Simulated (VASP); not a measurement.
Output of a VASP run:

OUTCAR:
```
 ion  position               nearest neighbor table
   1  0.325  0.675  0.990-   8 2.15  10 2.15  12 2.16  11 2.17   3 3.26   5 3.26   5 3.26   3 3.26
                             6 3.28   4 3.28   6 3.30   4 3.30   2 3.33   2 3.33   5 3.37   3 3.37
   2  0.675  0.325  0.490-   7 2.15   9 2.15  11 2.16  12 2.17   6 3.26   4 3.26   6 3.26   4 3.26
                             3 3.28   5 3.28   5 3.30   3 3.30   1 3.33   1 3.33   6 3.37   4 3.37
   3  0.007  0.334  0.993-   8 1.95  10 1.95  12 1.95   7 1.96   1 3.26   1 3.26   2 3.28   2 3.30
                             1 3.37
   4  0.993  0.666  0.493-   7 1.95   9 1.95  11 1.95   8 1.96   2 3.26   2 3.26   1 3.28   1 3.30
                             2 3.37
   5  0.666  0.993  0.993-  10 1.95   8 1.95  12 1.95   9 1.96   1 3.26   1 3.26   2 3.28   2 3.30
                             1 3.37
   6  0.334  0.007  0.493-   9 1.95   7 1.95  11 1.95  10 1.96   2 3.26   2 3.26   1 3.28   1 3.30
                             2 3.37
   7  0.027  0.334  0.359-   4 1.95   6 1.95   3 1.96   2 2.15
   8  0.973  0.666  0.859-   3 1.95   5 1.95   4 1.96   1 2.15
   9  0.666  0.973  0.359-   6 1.95   4 1.95   5 1.96   2 2.15
  10  0.334  0.027  0.859-   5 1.95   3 1.95   6 1.96   1 2.15
  11  0.307  0.693  0.395-   4 1.95   6 1.95   2 2.16   1 2.17
  12  0.693  0.307  0.895-   3 1.95   5 1.95   1 2.16   2 2.17
  LATTYP: Found a base centered orthorhombic cell.
 ALAT       =     5.7131648392
 B/A-ratio  =     1.7335808909
 C/A-ratio  =     0.9336989584
 Subroutine PRICEL returns:
 Original cell was already a primitive cell.
 Subroutine GETGRP returns: Found  4 space group operations
The static configuration has the point symmetry C_1h.
 The point group associated with its full space group is C_2v.
The dynamic configuration has the point symmetry C_1h.
 Subroutine INISYM returns: Found  4 space group operations
 Subroutine IBZKPT returns following result:
 Found     21 irreducible k-points:

 Following reciprocal coordinates:
            Coordinates               Weight
  0.000000  0.000000  0.000000      1.000000
  0.250000  0.000000  0.000000      4.000000
  0.500000  0.000000  0.000000      2.000000
  0.250000  0.250000  0.000000      2.000000
  0.500000  0.250000  0.000000      4.000000
 -0.250000  0.250000  0.000000      2.000000
  0.500000  0.500000  0.000000      1.000000
  0.000000  0.000000  0.250000      2.000000
  0.250000  0.000000  0.250000      8.000000
  0.500000  0.000000  0.250000      4.000000
  0.250000  0.250000  0.250000      4.000000
  0.500000  0.250000  0.250000      8.000000
 -0.250000  0.250000  0.250000      4.000000
  0.500000  0.500000  0.250000      2.000000
  0.000000  0.000000  0.500000      1.000000
  0.250000  0.000000  0.500000      4.000000
  0.500000  0.000000  0.500000      2.000000
  0.250000  0.250000  0.500000      2.000000
  0.500000  0.250000  0.500000      4.000000
 -0.250000  0.250000  0.500000      2.000000
  0.500000  0.500000  0.500000      1.000000
   k-points           NKPTS =     21   k-points in BZ     NKDIM =     21   number of bands    NBANDS=     64
   number of dos      NEDOS =    301   number of ions     NIONS =     12
   total plane-waves  NPLWV =  92160
   dimension x,y,z NGX =    48 NGY =   48 NGZ =   40
   dimension x,y,z NGXF=    96 NGYF=   96 NGZF=   80
   ions per type =               2   4   6
   PREC   = accura    normal or accurate (medium, high low for compatibility)
   ISTART =      0    job   : 0-new  1-cont  2-samecut
   ICHARG =      2    charge: 1-file 2-atom 10-const
   ISPIN  =      1    spin polarized calculation?
   LNONCOLLINEAR =      F non collinear calculations
   LSORBIT =      F    spin-orbit coupling
   INIWAV =      1    electr: 0-lowe 1-rand  2-diag
   ENCUT  =  520.0 eV  38.22 Ry    6.18 a.u.  10.63 10.63  9.92*2*pi/ulx,y,z
   NELM   =    100;   NELMIN=  2; NELMDL= -5     # of ELM steps
   EDIFF  = 0.1E-05   stopping-criterion for ELM
   LREAL  =      F    real-space projection
   NLSPLINE    = F    spline interpolate recip. space projectors
   LMAXMIX     =    4 max onsite mixed and CHGCAR
   VOSKOWN=      0    Vosko Wilk Nusair interpolation
   EDIFFG = -.2E-01   stopping-criterion for IOM
   NSW    =     60    number of steps for IOM
   NBLOCK =      1;   KBLOCK =     60    inner block; outer block
   IBRION =      2    ionic relax: 0-MD 1-quasi-New 2-CG
...
```

### OSZICAR
```
...
DAV:  13    -0.151340386500E+03    0.74147E-02   -0.22760E-03  4296   0.639E-01    0.251E-01
DAV:  14    -0.151371054635E+03   -0.30668E-01   -0.69660E-03  3024   0.624E-01    0.192E-01
DAV:  15    -0.151373722607E+03   -0.26680E-02   -0.31263E-03  3152   0.315E-01    0.128E-01
DAV:  16    -0.151373719198E+03    0.34088E-05   -0.25753E-04  3808   0.886E-02    0.112E-01
DAV:  17    -0.151373759784E+03   -0.40586E-04   -0.11167E-05  3064   0.551E-02    0.102E-01
DAV:  18    -0.151373544328E+03    0.21546E-03   -0.54917E-05  3880   0.194E-01    0.906E-02
DAV:  19    -0.151373829526E+03   -0.28520E-03   -0.12629E-04  3024   0.672E-02    0.406E-02
DAV:  20    -0.151373839724E+03   -0.10198E-04   -0.12584E-05  3096   0.269E-02    0.395E-02
DAV:  21    -0.151373840841E+03   -0.11178E-05   -0.63397E-07  2048   0.118E-02    0.366E-02
DAV:  22    -0.151373814998E+03    0.25843E-04   -0.59065E-05  4176   0.154E-01    0.894E-03
DAV:  23    -0.151373826862E+03   -0.11864E-04   -0.10796E-05  3128   0.261E-02    0.652E-03
DAV:  24    -0.151373827541E+03   -0.67945E-06   -0.20204E-06  1928   0.139E-02
   1 F= -.15137383E+03 E0= -.15137383E+03  d E =-.151374E+03
       N       E                     dE             d eps       ncg     rms          rms(c)
DAV:   1    -0.151562004368E+03   -0.18818E+00   -0.38796E+00  3600   0.266E+01    0.289E+00
DAV:   2    -0.151410669380E+03    0.15133E+00   -0.37007E-01  3696   0.938E+00    0.124E+00
DAV:   3    -0.151365685502E+03    0.44984E-01   -0.10875E-01  3744   0.537E+00    0.464E-01
DAV:   4    -0.151373832957E+03   -0.81475E-02   -0.24617E-02  3608   0.118E+00    0.384E-01
DAV:   5    -0.151373076414E+03    0.75654E-03   -0.27510E-03  3192   0.353E-01    0.260E-01
DAV:   6    -0.151371934115E+03    0.11423E-02   -0.20085E-03  4464   0.504E-01    0.793E-02
DAV:   7    -0.151373147378E+03   -0.12133E-02   -0.75711E-04  2904   0.215E-01    0.606E-02
DAV:   8    -0.151373159597E+03   -0.12219E-04   -0.51366E-05  3416   0.586E-02    0.529E-02
DAV:   9    -0.151373038520E+03    0.12108E-03   -0.92409E-05  4168   0.275E-01    0.361E-02
DAV:  10    -0.151373183852E+03   -0.14533E-03   -0.56708E-05  3792   0.145E-01    0.196E-02
DAV:  11    -0.151373186977E+03   -0.31255E-05   -0.54024E-06  2608   0.362E-02    0.123E-02
DAV:  12    -0.151373186765E+03    0.21277E-06   -0.69199E-07  1872   0.155E-02
   2 F= -.15137319E+03 E0= -.15137319E+03  d E =0.640777E-03
       N       E                     dE             d eps       ncg     rms          rms(c)
DAV:   1    -0.151432346115E+03   -0.59159E-01   -0.10842E+00  3552   0.138E+01    0.157E+00
DAV:   2    -0.151388947915E+03    0.43398E-01   -0.10843E-01  3704   0.504E+00    0.662E-01
DAV:   3    -0.151377048165E+03    0.11900E-01   -0.30400E-02  3744   0.285E+00    0.255E-01
DAV:   4    -0.151378629764E+03   -0.15816E-02   -0.64201E-03  3920   0.714E-01    0.212E-01
DAV:   5    -0.151378520559E+03    0.10920E-03   -0.85436E-04  3496   0.211E-01    0.121E-01
DAV:   6    -0.151378256284E+03    0.26427E-03   -0.34343E-04  3648   0.137E-01    0.293E-02
DAV:   7    -0.151378440738E+03   -0.18445E-03   -0.18745E-04  2832   0.107E-01    0.259E-02
DAV:   8    -0.151378435990E+03    0.47479E-05   -0.28028E-05  3256   0.804E-02    0.110E-02
DAV:   9    -0.151378426455E+03    0.95342E-05   -0.25489E-05  2920   0.364E-02    0.601E-03
DAV:  10    -0.151378441699E+03   -0.15243E-04   -0.81473E-06  2560   0.241E-02    0.702E-03
DAV:  11    -0.151378441822E+03   -0.12380E-06   -0.55473E-07  1944   0.732E-03
   3 F= -.15137844E+03 E0= -.15137844E+03  d E =-.461428E-02
```

OUTCAR:
```
------------------------ aborting loop because EDIFF is reached ----------------------------------------
  FORCE on cell =-STRESS in cart. coord.  units (eV):
  Direction    XX          YY          ZZ          XY          YZ          ZX
  --------------------------------------------------------------------------------------
  Total        0.1110931      0.0969046      0.0256639      0.0000000      0.0000000      0.0000000
  in kB        1.1709955      1.0214392      0.2705146      0.0000000      0.0000000      0.0000000
  external PRESSURE =       0.8209831 kB  Pullay stress =       0.0000000 kB
  volume of cell :      152.00
      direct lattice vectors                 reciprocal lattice vectors
     4.964757148 -2.863701022  0.000000000     0.100709861 -0.174599232  0.000000000
     4.964757148  2.863701022  0.000000000     0.100709861  0.174599232  0.000000000
     0.000000000  0.000000000  5.345482568     0.000000000  0.000000000  0.187073849
 POSITION                                       TOTAL-FORCE (eV/Angst)
 -----------------------------------------------------------------------------------
      4.96476      1.00142      5.29009         0.000000      0.006270     -0.015843
      4.96476     -1.00142      2.61735         0.000000     -0.006270     -0.015843
      1.69281      0.93574      5.30601        -0.002171      0.001496     -0.001534
      8.23670     -0.93574      2.63327         0.002171     -0.001496     -0.001534
      8.23670      0.93574      5.30601         0.002171      0.001496     -0.001534
      1.69281     -0.93574      2.63327        -0.002171     -0.001496     -0.001534
      1.78945      0.87899      1.91837         0.000741     -0.000559      0.003977
      8.14006     -0.87899      4.59111        -0.000741      0.000559      0.003977
      8.14006      0.87899      1.91837        -0.000741     -0.000559      0.003977
      1.78945     -0.87899      4.59111         0.000741      0.000559      0.003977
      4.96476      1.10242      2.11353         0.000000     -0.005089      0.010958
      4.96476     -1.10242      4.78627         0.000000      0.005089      0.010958
 -----------------------------------------------------------------------------------
    total drift:                               -0.000001     -0.000000      0.063342
  FREE ENERGIE OF THE ION-ELECTRON SYSTEM (eV)
  ---------------------------------------------------
  free  energy   TOTEN  =      -151.3784418224 eV

  energy  without entropy=     -151.3784418224  energy(sigma->0) =     -151.37844182

 reached required accuracy - stopping structural energy minimisation
```
(Selected blocks of OUTCAR.)

File POSCAR:
```
InGa2N3
1
    4.9521166958    -2.8565824196     0.0000000000
    4.9521166958     2.8565824196     0.0000000000
    0.0000000000     0.0000000000     5.3343760594
In Ga N
2 4 6
Direct
  0.3251820243   0.6748179757   0.9897295578
  0.6748179757   0.3251820243   0.4897295578
  0.0071089021   0.3338632707   0.9925851948
  0.9928910979   0.6661367293   0.4925851948
  0.6661367293   0.9928910979   0.9925851948
  0.3338632707   0.0071089021   0.4925851948
  0.0267297293   0.3336884592   0.3589079359
  0.9732702707   0.6663115408   0.8589079359
  0.6663115408   0.9732702707   0.3589079359
  0.3336884592   0.0267297293   0.8589079359
  0.3074977395   0.6925022605   0.3952941808
  0.6925022605   0.3074977395   0.8952941808
```

Task: Write an INCAR and KPOINTS that could have produced this output.

Result: One answer among several that fit: the input of the run itself, r2SCAN meta-GGA, plane waves, VASP's PBE PAW potentials (set 64).

**KPOINTS**
```
Automatic mesh
0
Gamma
4 4 4
0 0 0
```

INCAR:
```
# general
SYSTEM   =  InGa2N3
PREC     =  Accurate
ENCUT    =  520
LREAL    =  F
LASPH    =  T

# electronic loop
EDIFF    =  1E-6
NELM     =  100
ALGO     =  Normal
LMAXMIX  =  4
LMIXTAU  =  T

# smearing
ISMEAR   =  0
SIGMA    =  0.05

# functional
METAGGA  =  R2SCAN

# ions
IBRION   =  2
NSW      =  60
ISIF     =  3
EDIFFG   =  -0.02

# output
LWAVE    =  F
LCHARG   =  F
```

POTCAR, in this order: In_d Ga_d N (PBE.64 set). Program: vasp_std.

The structure comes from a computed database's InGa2N3 entry (Cmc2_1); how it stands against other phases isn't given here. This run relaxes it. Symmetry was kept, so distortions that lower it aren't found. The start is the result of an earlier pass.
